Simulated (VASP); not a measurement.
Here is a VASP 6.6.1 calculation.

Contents of INCAR:

```
SYSTEM = Br
PREC = Accurate ; ENCUT = 400
EDIFF = 1E-6 ; ISMEAR = 0
SIGMA = 0.01 ; LREAL = .FALSE.
LASPH = .TRUE. ; NELM = 100
ALGO = Normal ; ISIF = 2
LWAVE = .FALSE. ; LCHARG = .FALSE.
GGA = RP ; IVDW = 12
ISYM = 0
```

File KPOINTS:

```
Automatic mesh
0
G
  1 1 1
  0 0 0
```

POSCAR

```
Br                                      
1.0
   12.4722938544      0.0000000000      0.0000000000
    0.0000000000     12.9722938544      0.0000000000
    0.0000000000      0.0000000000     13.4722938544
  Br            
     2
Selective dynamics
Direct
     0.5078502952000008    0.4603059263999967    0.5731981456000028   F   F   F
     0.4919772060519535    0.5483685441836534    0.4251836996055127   T   T   T
```

Potentials or basis: VASP PAW PBE potentials, release 64 (Br).

Launch:

```console
$ cat potpaw_PBE.64/Br/POTCAR > POTCAR
$ mpirun -np 1 vasp_gam > vasp.out
```

Question: Predict the gap between the frontier levels.

Answer: 2.25 eV.

Question: Predict the largest force.

Answer: 0.046 eV/Å.

Forces on the atoms (eV/Å):
```
Br  -0.004  0.023 -0.040
Br   0.004 -0.023  0.040
```

Caveat: the PAW data sets were made with another functional, which shifts forces and pressure a little.
